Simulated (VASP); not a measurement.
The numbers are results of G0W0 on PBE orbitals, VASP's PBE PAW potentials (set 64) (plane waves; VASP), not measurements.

The input files of a VASP run:

**KPOINTS**
```
Automatic mesh
0
Gamma
6 6 6
0 0 0
```

### INCAR
```
ALGO  =  EVGW0
ENCUT  =  500
ENCUTGW  =  180
GGA  =  PE
ISMEAR  =  0
LASPH  =  T
LCHARG  =  F
LREAL  =  F
LSPECTRALGW  =  T
LWAVE  =  F
NBANDS  =  120
NBANDSGW  =  16
NELMGW  =  1
NOMEGA  =  64
PREC  =  Normal
SIGMA  =  0.01
SYSTEM  =  SrTe
```

POSCAR:
```
SrTe
1
    0.0000000000     3.3300000000     3.3300000000
    3.3300000000     0.0000000000     3.3300000000
    3.3300000000     3.3300000000     0.0000000000
Sr Te
1 1
Direct
  0.0000000000   0.0000000000   0.0000000000
  0.5000000000   0.5000000000   0.5000000000
```

POTCAR, in this order: Sr_sv_GW Te_GW (PBE.64 set). Program: vasp_std. Read from the step before: WAVECAR, WAVEDER.

Output

File OUTCAR:
```
 ion  position               nearest neighbor table
   1  0.000  0.000  0.000-   2 3.33   2 3.33   2 3.33   2 3.33   2 3.33   2 3.33
   2  0.500  0.500  0.500-   1 3.33   1 3.33   1 3.33   1 3.33   1 3.33   1 3.33
  LATTYP: Found a face centered cubic cell.
 ALAT       =     6.6600000000
 Subroutine PRICEL returns:
 Original cell was already a primitive cell.
 Subroutine GETGRP returns: Found 48 space group operations
The static configuration has the point symmetry O_h .
The dynamic configuration has the point symmetry O_h .
 Subroutine INISYM returns: Found 48 space group operations
 Subroutine IBZKPT returns following result:
 Found     16 irreducible k-points:

 Following reciprocal coordinates:
            Coordinates               Weight
  0.000000  0.000000  0.000000      1.000000
  0.166667  0.000000  0.000000      8.000000
  0.333333  0.000000  0.000000      8.000000
  0.500000  0.000000  0.000000      4.000000
  0.166667  0.166667  0.000000      6.000000
  0.333333  0.166667  0.000000     24.000000
  0.500000  0.166667  0.000000     24.000000
 -0.333333  0.166667  0.000000     24.000000
 -0.166667  0.166667  0.000000     12.000000
  0.333333  0.333333  0.000000      6.000000
  0.500000  0.333333  0.000000     24.000000
 -0.333333  0.333333  0.000000     12.000000
  0.500000  0.500000  0.000000      3.000000
  0.500000  0.333333  0.166667     24.000000
 -0.333333  0.333333  0.166667     24.000000
 -0.333333  0.500000  0.166667     12.000000
 Subroutine IBZKPT_HF returns following result:
   k-points           NKPTS =     16   k-points in BZ     NKDIM =    216   number of bands    NBANDS=    120
   number of dos      NEDOS =    301   number of ions     NIONS =      2
   total plane-waves  NPLWV =  21952
   dimension x,y,z NGX =    28 NGY =   28 NGZ =   28
   dimension x,y,z NGXF=    56 NGYF=   56 NGZF=   56
   ions per type =               1   1
   PREC   = normal    normal or accurate (medium, high low for compatibility)
   ISTART =      1    job   : 0-new  1-cont  2-samecut
   ICHARG =      0    charge: 1-file 2-atom 10-const
   ISPIN  =      1    spin polarized calculation?
   LNONCOLLINEAR =      F non collinear calculations
   LSORBIT =      F    spin-orbit coupling
   INIWAV =      1    electr: 0-lowe 1-rand  2-diag
   ENCUT  =  500.0 eV  36.75 Ry    6.06 a.u.   8.59  8.59  8.59*2*pi/ulx,y,z
   NELM   =     60;   NELMIN=  2; NELMDL=  0     # of ELM steps
   EDIFF  = 0.1E-03   stopping-criterion for ELM
   LREAL  =      F    real-space projection
   NLSPLINE    = F    spline interpolate recip. space projectors
   LMAXMIX     =    2 max onsite mixed and CHGCAR
   VOSKOWN=      0    Vosko Wilk Nusair interpolation
   EDIFFG = 0.1E-02   stopping-criterion for IOM
   NSW    =      0    number of steps for IOM
   NBLOCK =      1;   KBLOCK =      1    inner block; outer block
   IBRION =     -1    ionic relax: 0-MD 1-quasi-New 2-CG
   NFREE  =      0    steps in history (QN), initial steepest desc. (CG)
   ISIF   =      0    stress and relaxation
   ISYM   =      3    0-nonsym 1-usesym 2-fastsym
   TEIN   =    0.0    initial temperature
   TEBEG  =    0.0;   TEEND  =   0.0 temperature during run
   SMASS  =  -3.00    Nose mass-parameter (am)
   PSTRESS=    0.0 pullay stress
   NELECT =      16.0000    total number of electrons
   EFERMI =   0.00;   METHOD = LEGACY
   ISMEAR =     0;   SIGMA  =   0.01  broadening in eV -4-tet -1-fermi 0-gaus
   IALGO  =     38    algorithm
   LDIAG  =      T    sub-space diagonalisation (order eigenvalues)
   IMIX   =      4    mixing-type and parameters
     AMIX     =   0.40;   BMIX     =  1.00
     AMIX_MAG =   1.60;   BMIX_MAG =  1.00
     AMIN     =   0.10
   GGA     = PE    functional components
   VOSKOWN =     0    Vosko Wilk Nusair interpolation
...
```

File OSZICAR:
```
energies w=
    0.000    0.000    0.746    0.000    1.490    0.000    2.232    0.000
    2.968    0.000    3.698    0.000    4.420    0.000    5.135    0.000
    5.840    0.000    6.536    0.000    7.223    0.000    7.899    0.000
    8.567    0.000    9.226    0.000    9.876    0.000   10.519    0.000
   11.155    0.000   11.786    0.000   12.411    0.000   13.033    0.000
   13.653    0.000   14.272    0.000   14.890    0.000   15.511    0.000
   16.134    0.000   16.763    0.000   17.398    0.000   18.041    0.000
   18.694    0.000   19.360    0.000   20.040    0.000   20.738    0.000
   21.455    0.000   22.195    0.000   22.962    0.000   23.758    0.000
   24.588    0.000   25.457    0.000   26.371    0.000   27.335    0.000
   28.357    0.000   29.445    0.000   30.609    0.000   31.860    0.000
   33.212    0.000   34.682    0.000   36.289    0.000   38.057    0.000
   40.017    0.000   42.204    0.000   44.666    0.000   47.462    0.000
   50.669    0.000   54.391    0.000   58.762    0.000   63.976    0.000
   70.300    0.000   78.132    0.000   88.080    0.000  101.125    0.000
  118.959    0.000  144.768    0.000  185.363    0.000  258.364    0.000
NQ=   1    0.0000    0.0000    0.0000,
 performed        448000 updates of chi_q(r,r)
NQ=   2    0.1667    0.0000    0.0000,
 performed       1249000 updates of chi_q(r,r)
NQ=   3    0.3333    0.0000    0.0000,
 performed       2050000 updates of chi_q(r,r)
NQ=   4    0.5000    0.0000    0.0000,
 performed       2659000 updates of chi_q(r,r)
NQ=   5    0.1667    0.1667    0.0000,
 performed       3372000 updates of chi_q(r,r)
NQ=   6    0.3333    0.1667    0.0000,
 performed       4496000 updates of chi_q(r,r)
NQ=   7    0.5000    0.1667    0.0000,
 performed       5620000 updates of chi_q(r,r)
NQ=   8   -0.3333    0.1667    0.0000,
 performed       6744000 updates of chi_q(r,r)
NQ=   9   -0.1667    0.1667    0.0000,
 performed       7668000 updates of chi_q(r,r)
NQ=  10    0.3333    0.3333    0.0000,
 performed       8381000 updates of chi_q(r,r)
NQ=  11    0.5000    0.3333    0.0000,
 performed       9505000 updates of chi_q(r,r)
NQ=  12   -0.3333    0.3333    0.0000,
 performed      10429000 updates of chi_q(r,r)
NQ=  13    0.5000    0.5000    0.0000,
 performed      10992000 updates of chi_q(r,r)
NQ=  14    0.5000    0.3333    0.1667,
 performed      12124000 updates of chi_q(r,r)
NQ=  15   -0.3333    0.3333    0.1667,
 performed      13156000 updates of chi_q(r,r)
NQ=  16   -0.3333    0.5000    0.1667,
 performed      14080000 updates of chi_q(r,r)
 resolving degeneracies of screened two electron integrals
```

### OUTCAR
```


 k-point   1 :       0.0000    0.0000    0.0000
  band No.  KS-energies  QP-energies   sigma(KS)   V_xc(KS)     V^pw_x(r,r')   Z            occupation Imag(sigma)

      1     -31.0731     -31.9311     -18.9711     -17.4729     -28.9609       0.5727       2.0000       0.8821
      2     -13.0615     -14.6533     -18.7631     -16.5728     -23.0171       0.7268       2.0000       0.2688
      3     -13.0615     -14.6533     -18.7631     -16.5728     -23.0171       0.7268       2.0000       0.2688
      4     -13.0615     -14.6533     -18.7631     -16.5728     -23.0171       0.7268       2.0000       0.2688
      5      -6.4157      -7.1730     -12.0223     -10.9361     -17.1672       0.6971       2.0000       1.2135
      6       3.5558       2.8147     -11.5703     -10.6050     -12.6689       0.7677       2.0000       0.0955
      7       3.5558       2.8147     -11.5703     -10.6050     -12.6689       0.7677       2.0000       0.0955
      8       3.5558       2.8147     -11.5703     -10.6050     -12.6689       0.7677       2.0000       0.0955
      9       6.4152       6.8443      -7.4958      -8.0385      -4.0882       0.7908       0.0000      -0.1119
     10       6.8456       7.4364      -8.1330      -8.8942      -4.3787       0.7762       0.0000      -0.1359
     11       6.8456       7.4364      -8.1330      -8.8942      -4.3787       0.7762       0.0000      -0.1359
     12       6.8456       7.4364      -8.1330      -8.8942      -4.3787       0.7762       0.0000      -0.1359
     13       7.4963       8.2929      -9.2186     -10.2466      -5.5556       0.7749       0.0000      -0.1268
     14       7.4963       8.2929      -9.2186     -10.2466      -5.5556       0.7749       0.0000      -0.1268
     15      11.0159      11.0199      -5.9976      -6.0027      -1.5642       0.7776       0.0000      -0.3722
     16      15.4512      15.8775      -7.9573      -8.5050      -2.7673       0.7783       0.0000      -0.6931

 k-point   2 :       0.1667    0.0000    0.0000
  band No.  KS-energies  QP-energies   sigma(KS)   V_xc(KS)     V^pw_x(r,r')   Z            occupation Imag(sigma)

      1     -31.0720     -31.9312     -18.9721     -17.4744     -28.9617       0.5737       2.0000       0.8829
      2     -13.0947     -14.6626     -18.6883     -16.5051     -22.9793       0.7182       2.0000       0.2919
      3     -13.0629     -14.6523     -18.7591     -16.5702     -23.0136       0.7261       2.0000       0.2674
      4     -13.0629     -14.6523     -18.7591     -16.5702     -23.0136       0.7261       2.0000       0.2674
      5      -6.2678      -7.0150     -12.1463     -11.0824     -17.2152       0.7023       2.0000       1.1800
      6       2.5248       1.7518     -10.8489      -9.8306     -12.1188       0.7591       2.0000       0.1175
      7       3.1947       2.4627     -11.3744     -10.4145     -12.5284       0.7626       2.0000       0.1020
      8       3.1947       2.4627     -11.3744     -10.4145     -12.5284       0.7626       2.0000       0.1020
      9       6.7177       7.1948      -7.7391      -8.3489      -4.1292       0.7823       0.0000      -0.1281
     10       7.1994       7.8258      -8.2748      -9.0849      -4.4194       0.7732       0.0000      -0.1441
     11       7.1994       7.8258      -8.2748      -9.0849      -4.4194       0.7732       0.0000      -0.1441
     12       7.7961       8.2883      -8.3345      -8.9690      -4.6830       0.7756       0.0000      -0.1409
     13       8.2057       9.0006      -9.4080     -10.4411      -5.6133       0.7694       0.0000      -0.1417
     14       8.2057       9.0006      -9.4080     -10.4411      -5.6133       0.7694       0.0000      -0.1417
     15      11.8583      12.1044      -6.7972      -7.1144      -2.1984       0.7757       0.0000      -0.4218
     16      13.3377      13.8048      -8.0746      -8.6864      -3.2080       0.7634       0.0000      -0.4800

 k-point   3 :       0.3333    0.0000    0.0000
  band No.  KS-energies  QP-energies   sigma(KS)   V_xc(KS)     V^pw_x(r,r')   Z            occupation Imag(sigma)

      1     -31.0699     -31.9301     -18.9739     -17.4777     -28.9634       0.5750       2.0000       0.8844
      2     -13.1590     -14.7085     -18.5484     -16.3789     -22.9095       0.7142       2.0000       0.3364
      3     -13.0657     -14.6522     -18.7512     -16.5651     -23.0064       0.7257       2.0000       0.2645
      4     -13.0657     -14.6522     -18.7512     -16.5651     -23.0064       0.7257       2.0000       0.2645
      5      -5.9490      -6.6670     -12.4146     -11.4069     -17.3242       0.7125       2.0000       1.1053
      6       1.2387       0.3721     -10.4298      -9.2563     -12.2393       0.7385       2.0000       0.1818
      7       2.6667       1.9165     -11.2044     -10.2110     -12.5360       0.7552       2.0000       0.1183
      8       2.6667       1.9165     -11.2044     -10.2110     -12.5360       0.7552       2.0000       0.1183
      9       6.9755       7.3537      -7.4771      -7.9602      -3.9023       0.7827       0.0000      -0.1313
     10       8.0748       8.7963      -8.5861      -9.5296      -4.4492       0.7647       0.0000      -0.1695
     11       8.0748       8.7963      -8.5861      -9.5296      -4.4492       0.7647       0.0000      -0.1695
     12       9.2331       9.8532      -8.6819      -9.5026      -4.4671       0.7555       0.0000      -0.2090
     13       9.7393      10.5462      -9.5894     -10.6595      -5.4122       0.7541       0.0000      -0.1960
     14       9.7393      10.5462      -9.5894     -10.6595      -5.4122       0.7541       0.0000      -0.1960
     15      11.6464      12.1887      -8.3572      -9.0748      -3.7383       0.7557       0.0000      -0.3217
     16      12.0874      12.7725      -8.9759      -9.8910      -4.2892       0.7486       0.0000      -0.3445

 k-point   4 :       0.5000    0.0000    0.0000
  band No.  KS-energies  QP-energies   sigma(KS)   V_xc(KS)     V^pw_x(r,r')   Z            occupation Imag(sigma)

      1     -31.0688     -31.9303     -18.9748     -17.4793     -28.9642       0.5761       2.0000       0.8852
      2     -13.1903     -14.7297     -18.4829     -16.3199     -22.8772       0.7117       2.0000       0.3580
      3     -13.0671     -14.6516     -18.7474     -16.5625     -23.0030       0.7252       2.0000       0.2630
      4     -13.0671     -14.6516     -18.7474     -16.5625     -23.0030       0.7252       2.0000       0.2630
      5      -5.7745      -6.4769     -12.5662     -11.5955     -17.3916       0.7235       2.0000       1.0640
      6       0.7230      -0.1800     -10.2724      -9.0334     -12.3279       0.7288       2.0000       0.2193
      7       2.4556       1.6942     -11.1583     -10.1442     -12.5775       0.7508       2.0000       0.1263
      8       2.4556       1.6942     -11.1583     -10.1442     -12.5775       0.7508       2.0000       0.1263
      9       7.4278       7.6566      -7.0896      -7.3814      -3.6387       0.7840       0.0000      -0.1324
     10       8.7412       9.5147      -8.8690      -9.8980      -4.4212       0.7517       0.0000      -0.2036
     11       8.9231       9.8414      -9.2291     -10.4555      -4.6756       0.7488       0.0000      -0.2078
     12       8.9231       9.8414      -9.2291     -10.4555      -4.6756       0.7488       0.0000      -0.2078
     13      10.2437      10.5756      -7.7714      -8.2041      -3.7536       0.7673       0.0000      -0.2173
     14      10.2437      10.5756      -7.7714      -8.2041      -3.7536       0.7673       0.0000      -0.2173
     15      11.4515      12.6016     -10.8750     -12.4475      -6.0985       0.7314       0.0000      -0.2841
     16      11.4515      12.6016     -10.8750     -12.4475      -6.0985       0.7314       0.0000      -0.2841

 k-point   5 :       0.1667    0.1667    0.0000
  band No.  KS-energies  QP-energies   sigma(KS)   V_xc(KS)     V^pw_x(r,r')   Z            occupation Imag(sigma)

      1     -31.0717     -31.9317     -18.9724     -17.4750     -28.9620       0.5744       2.0000       0.8833
      2     -13.0902     -14.6544     -18.6900     -16.5116     -22.9795       0.7180       2.0000       0.2865
      3     -13.0701     -14.6585     -18.7509     -16.5579     -23.0088       0.7243       2.0000       0.2719
      4     -13.0701     -14.6585     -18.7509     -16.5579     -23.0088       0.7243       2.0000       0.2719
      5      -6.2389      -6.9814     -12.1629     -11.1073     -17.2208       0.7034       2.0000       1.1744
      6       2.2790       1.5037     -10.8634      -9.8310     -12.2613       0.7509       2.0000       0.1298
      7       3.2566       2.4996     -11.3756     -10.3865     -12.5313       0.7653       2.0000       0.1004
      8       3.2566       2.4996     -11.3756     -10.3865     -12.5313       0.7653       2.0000       0.1004
      9       6.2917       6.7720      -7.7811      -8.3944      -4.1984       0.7832       0.0000      -0.1259
     10       7.1079       7.6559      -8.1244      -8.8229      -4.5721       0.7845       0.0000      -0.1219
     11       7.6875       8.5140      -9.3042     -10.3713      -5.5723       0.7745       0.0000      -0.1313
     12       7.7611       8.4316      -8.5537      -9.4263      -4.5715       0.7683       0.0000      -0.1580
     13       7.7611       8.4316      -8.5537      -9.4263      -4.5715       0.7683       0.0000      -0.1580
     14       9.4020      10.0868      -9.2165     -10.1154      -5.2322       0.7617       0.0000      -0.1816
     15      12.1417      12.3556      -6.6533      -6.9275      -2.0443       0.7801       0.0000      -0.4493
     16      12.9556      13.5477      -8.7972      -9.5887      -3.8406       0.7480       0.0000      -0.4386

 k-point   6 :       0.3333    0.1667    0.0000
  band No.  KS-energies  QP-energies   sigma(KS)   V_xc(KS)     V^pw_x(r,r')   Z            occupation Imag(sigma)

      1     -31.0698     -31.9327     -18.9741     -17.4777     -28.9633       0.5766       2.0000       0.8847
      2     -13.1352     -14.6950     -18.6039     -16.4262     -22.9348       0.7163       2.0000       0.3157
      3     -13.0750     -14.6603     -18.7409     -16.5489     -23.0009       0.7232       2.0000       0.2707
      4     -13.0750     -14.6603     -18.7409     -16.5489     -23.0009       0.7232       2.0000       0.2707
      5      -6.0227      -6.7413     -12.3259     -11.3148     -17.2829       0.7108       2.0000       1.1256
...
```
(Selected blocks of OUTCAR.)

The mesh is coarse and the basis finite, so the quasiparticle values are not converged.

The compound is SrTe in the rock salt structure. The cell was not relaxed at this level.
